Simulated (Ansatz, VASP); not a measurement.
# SnSe in two plane-wave programs, part 2 of 2

Aim: how closely do two programs agree when they are given the same cell, functional and k mesh? The cell is taken from a series of runs on this material, whose earlier steps may have relaxed, scaled, displaced or heated it; both programs get it as it stands.

VASP 6.6.1 and Ansatz 0.2.0.

So far: Starting point; VASP: dielectric response, PBE.

### 3. Ansatz: dielectric response, PBE

Level of this step: Ansatz beside VASP: Kohn-Sham DFT, plane waves, PBE (Ansatz).

Ansatz runs on its default PAW (the set named soft_2) files.

The same cell, functional and mesh now go to Ansatz, which takes its cutoff from its data sets.

The input, input.yaml:

```yaml
crystal:
  lattice:
    - [11.42, 0.0, 0.0]
    - [0.0, 4.19, 0.0]
    - [0.0, 0.0, 4.46]
  atoms:
    - { symbol: Sn, position: [0.877, 0.75, 0.909] }
    - { symbol: Sn, position: [0.623, 0.25, 0.409] }
    - { symbol: Sn, position: [0.377, 0.75, 0.591] }
    - { symbol: Sn, position: [0.123, 0.25, 0.091] }
    - { symbol: Se, position: [0.643, 0.75, 0.984] }
    - { symbol: Se, position: [0.857, 0.25, 0.484] }
    - { symbol: Se, position: [0.143, 0.75, 0.516] }
    - { symbol: Se, position: [0.357, 0.25, 0.016] }
kpoints:
  mp_grid: { grid: [2, 5, 5] }
scf:
  occupations: { method: fixed }
hamiltonian:
  xc: pbe
  pseudopotentials: { kind: paw }
dielectric: {}
```

Launch:

```console
$ ansatz run input.yaml --threads 4 --pin off --max-ram 8192MiB --backend cpu --events-out ev --progress --plain --runs-dir out
```

Numbers of over 12 decimals in the logs are rounded to 6 here.

Log:

```text
Engine: ansatz 0.2.0, aarch64-unknown-linux-gnu
Pseudopotentials: kind: paw
Pseudopotential: Sn, paw, valence charge 14, recommended cutoff 420 eV (normal), Sn.paw.azcp
Pseudopotential: Se, paw, valence charge 16, recommended cutoff 420 eV (normal), Se.paw.azcp
Functional definition: PBE
  parameter kappa = 0.804
  parameter beta = 0.066725
  exchange = pbe_x(kappa = kappa, mu = beta*pi^2/3)
  correlation = pbe_c(beta = beta)
Crystal: 8 atoms, lattice volume = 213.410 Å³
Basis set: ecut = 420 eV, 4163 PW (Γ), exchange–correlation on 160×60×60 points (8 copies of the dense FFT grid, shifted against one another)
Bands: 72, of which v1, the nominal top of the filled ones, is band 60 counted from 1 (59 counted from 0)
Symmetry: 8 space group operations
k-points: 26 of 50 (irreducible under 1 space group operation, time reversal used)
Non-local potential: Sn, projectors of the file, l = 0: 2, l = 1: 2, l = 2: 2, l = 3: 2
Non-local potential: Se, projectors of the file, l = 0: 2, l = 1: 2, l = 2: 3, l = 3: 1
PAW form: soft (Blöchl's): semilocal exchange-correlation on the pseudo side does not see the compensation charge
PAW one-centre angular grid: Sn, 590 points (default); XC on 64 Gauss nodes
PAW one-centre angular grid: Se, 590 points (default); XC on 64 Gauss nodes
Initial density: superposition of atomic densities (neutral atoms: chi_scale 0, normalization atom), corrected by the library's trained network
Initial wavefunctions: pseudopotential atomic-orbital guess
Functional: x = pbe(κ = 0.804, μ = 0.219515), c = pbe(β = 0.066725)
SCF iter   1: F=—  HF=-45976.536990 eV  |F-HF|=—  |Δ(HF+E_count)|=         —  Δρ=1.28e-3  dr2=3.84e-3  ethr=1.77e-3  ⟨swp⟩=5.0  Hψ=5848  notcnv=0  defer=248
preconditioner: auto → Resta (q_TF=auto, 2.479 Å⁻¹)  ε∞=2.8  [insulator: Δε(μ)=0.871 eV  Ē_g=16.748 eV  n_scr=56 (ndim 8)  ℏωp=22.7 eV  f_vac=0.001  ε∞_Penn≈2.8]
SCF iter   2: F=—  HF=-45976.534268 eV  |F-HF|=—  |Δ(HF+E_count)|=   2.72e-3  Δρ=6.57e-4  dr2=8.13e-4  ethr=3.20e-6  ⟨swp⟩=2.1  Hψ=3777  notcnv=0  defer=260
SCF iter   3: F=—  HF=-45976.534557 eV  |F-HF|=—  |Δ(HF+E_count)|=   2.89e-4  Δρ=2.65e-4  dr2=1.10e-4  ethr=6.78e-7  ⟨swp⟩=2.0  Hψ=2811  notcnv=0  defer=260
SCF iter   4: F=—  HF=-45976.534641 eV  |F-HF|=—  |Δ(HF+E_count)|=   8.40e-5  Δρ=8.29e-5  dr2=1.28e-5  ethr=9.15e-8  ⟨swp⟩=3.0  Hψ=3248  notcnv=0  defer=215
SCF iter   5: F=—  HF=-45976.534644 eV  |F-HF|=—  |Δ(HF+E_count)|=   3.08e-6  Δρ=1.85e-5  dr2=8.48e-7  ethr=1.06e-8  ⟨swp⟩=2.0  Hψ=2779  notcnv=0  defer=163
SCF iter   6: F=—  HF=-45976.534623 eV  |F-HF|=—  |Δ(HF+E_count)|=   2.07e-5  Δρ=7.57e-6  dr2=1.06e-7  ethr=7.07e-10  ⟨swp⟩=2.0  Hψ=3283  notcnv=0  defer=155
SCF iter   7: F=—  HF=-45976.534624 eV  |F-HF|=—  |Δ(HF+E_count)|=   1.00e-7  Δρ=1.88e-6  dr2=6.23e-9  ethr=8.81e-11  ⟨swp⟩=2.0  Hψ=2239  notcnv=0  defer=155
SCF iter   8: F=—  HF=-45976.534624 eV  |F-HF|=—  |Δ(HF+E_count)|=   4.19e-9  Δρ=3.77e-7  dr2=3.09e-10  ethr=5.19e-12  ⟨swp⟩=2.0  Hψ=3234  notcnv=0  defer=155
SCF iter   9: F=-45976.534624 eV  HF=-45976.534624 eV  |F-HF|=7.28e-12  |Δ(HF+E_count)|=  3.35e-10  Δρ=9.44e-8  dr2=1.88e-11  ethr=1.00e-12  ⟨swp⟩=10.0  Hψ=8363  notcnv=0
SCF 1 converged in 9 iterations: F = -45976.534624 eV  dr2 = 1.88e-11
  greatest PAW one-centre occupation: 1.000 electrons in one spin orbital (limit 2), on the Se atom at site 6 (counted from 0), in its partial waves of l = 2
NSCF: frozen V_eff on 6 k-points
DFPT response loops at Γ: preconditioner auto → Resta (q_TF=auto, 2.479 Å⁻¹)  ε∞=8.3 (no band partly filled); β = 1.00, the filter's whole step (`scf.mixing.beta` (0.50) is not read by the response loops at its default; to damp them type it under 1.00, their step now; it binds the ground state too); Broyden in place of MSR1
── the response to a field inside a basis, on 6×14×12 k-points: an SCF that follows is theirs, and a resumed run solves both again ──
Bands: 61, of which v1, the nominal top of the filled ones, is band 60 counted from 1 (59 counted from 0)
k-points: 126 of 1008
Initial density: handed on by an earlier stage of this run
Initial wavefunctions: pseudopotential atomic-orbital guess (no wavefunctions were taken with the density)
Eigensolver: Dense (126 Hₖ)
SCF iter   1: F=—  HF=-45976.382251 eV  |F-HF|=—  |Δ(HF+E_count)|=         —  Δρ=4.82e-4  dr2=4.76e-4  ethr=1.00e-1
preconditioner: auto → Resta (q_TF=auto, 2.479 Å⁻¹)  ε∞=3.4  [insulator: Δε(μ)=0.713 eV  Ē_g=14.820 eV  n_scr=56 (ndim 8)  ℏωp=22.7 eV  f_vac=0.001  ε∞_Penn≈3.4]
SCF iter   2: F=—  HF=-45976.382253 eV  |F-HF|=—  |Δ(HF+E_count)|=   2.19e-6  Δρ=2.51e-4  dr2=1.07e-4  ethr=3.96e-7
SCF iter   3: F=—  HF=-45976.382288 eV  |F-HF|=—  |Δ(HF+E_count)|=   3.56e-5  Δρ=5.40e-5  dr2=6.15e-6  ethr=8.89e-8
SCF iter   4: F=—  HF=-45976.382292 eV  |F-HF|=—  |Δ(HF+E_count)|=   3.14e-6  Δρ=1.53e-5  dr2=6.24e-7  ethr=5.13e-9
SCF iter   5: F=-45976.382292 eV  HF=-45976.382292 eV  |F-HF|=8.02e-9  |Δ(HF+E_count)|=   1.70e-7  Δρ=4.50e-6  dr2=6.26e-8  ethr=5.20e-10
SCF 1 converged in 5 iterations: F = -45976.382292 eV  dr2 = 6.26e-8
  greatest PAW one-centre occupation: 1.000 electrons in one spin orbital (limit 2), on the Se atom at site 7 (counted from 0), in its partial waves of l = 2
DFPT response loops at Γ: preconditioner auto → Resta (q_TF=auto, 2.479 Å⁻¹)  ε∞=9.2 (no band partly filled); β = 1.00, the filter's whole step (`scf.mixing.beta` (0.50) is not read by the response loops at its default; to damp them type it under 1.00, their step now; it binds the ground state too); Broyden in place of MSR1
SCF converged after 9 iterations
Free energy (F): -45976.534624 eV
Harris-Foulkes:  -45976.534624 eV  (|F-HF|=7.28e-12)
Internal energy: -45976.534624 eV  (E = F + TS)
E sigma→0 (E₀):  -45976.534624 eV
Fermi energy:    8.958614 eV
--- Per-component energies (eV) ---
  E_band       = -1878.065494
  E_kinetic    = 1217.345587
  E_local      = -13279.344104  (includes V_loc(G=0)·N_el)
  E_nonlocal   = -2513.932355
  E_hartree    = 7002.802881
  E_xc         = -1950.538363
  E_vxc        = -780.066496  (∫ρ·V_xc dr)
  E_paw        = -24179.705124  (= ΣΔE_a)
  E_vpaw       = -527.671461  (= ΣTr[D̂ρ^β])
  E_aug_tail   = -0.002337  (compensation charges beyond the density's cutoff)
  E_ewald      = -12273.160808
  E_smearing   = -0.000000  (= −TS)
  E_closure    = -0.000000  (closes the sum)
  Σ components = -45976.534624   (vs F -45976.534624, Δ=0.00e0)
--- Band table (eV; the first three rows and the last of 26) ---
  k-point 0: bands = [... 56 lower, 7.4928, 7.8446, 8.2632, 8.4800, 9.8377, 12.0056, 12.0889, 12.1123, ... 8 higher]
  k-point 1: bands = [... 56 lower, 7.6161, 7.9203, 8.4502, 8.4890, 10.0098, 10.8585, 11.4652, 11.5955, ... 8 higher]
  k-point 2: bands = [... 56 lower, 7.9069, 8.3470, 8.8117, 8.9586, 10.0075, 10.1568, 10.5329, 10.8191, ... 8 higher]
  k-point 25: bands = [... 56 lower, 7.4349, 7.4349, 8.1168, 8.1168, 10.7170, 10.7170, 11.2970, 11.2970, ... 8 higher]
--- Dielectric response (ions clamped): 3 representative field directions + reference, inside a basis on a mesh of 1008 k-points (Σ response iterations 18) ---
  ε∞ (high-frequency dielectric tensor):
       16.833192     0.000000     0.000000
        0.000000    23.144616     0.000000
        0.000000     0.000000    20.426871
  Born effective charges Z* (e; rows j = field, columns β = displacement):
    site 0:
         3.46544    0.00000    0.00835
         0.00000    4.31209    0.00000
        -0.60190    0.00000    3.78468
    site 1:
         3.46544    0.00000   -0.00835
         0.00000    4.31209    0.00000
         0.60190    0.00000    3.78468
    site 2:
         3.46544    0.00000   -0.00835
         0.00000    4.31209    0.00000
         0.60190    0.00000    3.78468
    site 3:
         3.46544    0.00000    0.00835
         0.00000    4.31209    0.00000
        -0.60190    0.00000    3.78468
    site 4:
        -3.46544    0.00000    0.47463
         0.00000   -4.31209    0.00000
         0.56337    0.00000   -3.78468
    site 5:
        -3.46544    0.00000   -0.47463
         0.00000   -4.31209    0.00000
        -0.56337    0.00000   -3.78468
    site 6:
        -3.46544    0.00000   -0.47463
         0.00000   -4.31209    0.00000
        -0.56337    0.00000   -3.78468
    site 7:
        -3.46544    0.00000    0.47463
         0.00000   -4.31209    0.00000
         0.56337    0.00000   -3.78468
  Z* charge neutrality: 1.114e-1 e pre-enforcement
  solved inside a basis spanned on kpoints, on 6×14×12 k-points: ε∞ is read to err by 1.7e-1, Z* by 4.7e-2 e (field_mesh: kpoints solves on kpoints); Z* is corrected for what the basis lacks
```

### 4. Comparison

Known differences besides the potentials themselves: fixed occupations in Ansatz, narrow Gaussian smearing in VASP; VASP's response is taken on the typed mesh, Ansatz refines its own for the field response alone; the data sets hold 120 valence electrons in Ansatz (on its default PAW (the set named soft_2) files) and 80 in VASP; the cutoff is 420 eV in Ansatz and 400 eV in VASP. Total energies have different zeros and are not compared.

Both answers:

| quantity | Ansatz | VASP | difference |
| --- | --- | --- | --- |
| ε∞ xx | 16.83 | 22.92 | -26.55 % |
| ε∞ yy | 23.14 | 21.76 | +6.35 % |
| ε∞ zz | 20.43 | 23.64 | -13.59 % |

### 5. Other set-ups

Further runs change the set-up of one program: Ansatz's method, potentials or start, or VASP's data sets, cutoff or form of LDA. The table gives Ansatz less VASP for each quantity, since a change that brings one quantity closer may part another.

| run | ε∞ xx (%) | ε∞ yy (%) | ε∞ zz (%) |
| --- | --- | --- | --- |
| as above | -27 | 6.4 | -14 |
| VASP with the data sets Sn_sv_GW and Se and a cutoff of 520 eV | -26 | 6.7 | -13 |

### 6. Summary of results

```yaml
difference_in_eps_infinity_xx_dielectric_response_pbe: -27 %
```

The difference in ε∞ xx is -27 % (dielectric response, PBE), beyond the 5 % picked in this series as the mark of a large difference. The data sets hold unlike numbers of valence electrons (120 in Ansatz and 80 in VASP), so part of the differences comes from the potentials. For dielectric response, PBE, no further run moves any of the tabulated differences by more than a quarter of its size. How closely two codes agree says nothing of how well the functional describes the real material.

[Lines on the potential files, build, host, timing and source positions are cut from VASP's logs without a mark.]

[Logs are printed without paths, hosts, clocks, repeated set-up lines and the standing remarks that a program may print on its own settings, such as how far it seeks lower states.]

[Hosts, paths, dates, database ids (printed as entryN), source tags and the programs' standing remarks are cut or masked in the printed files.]
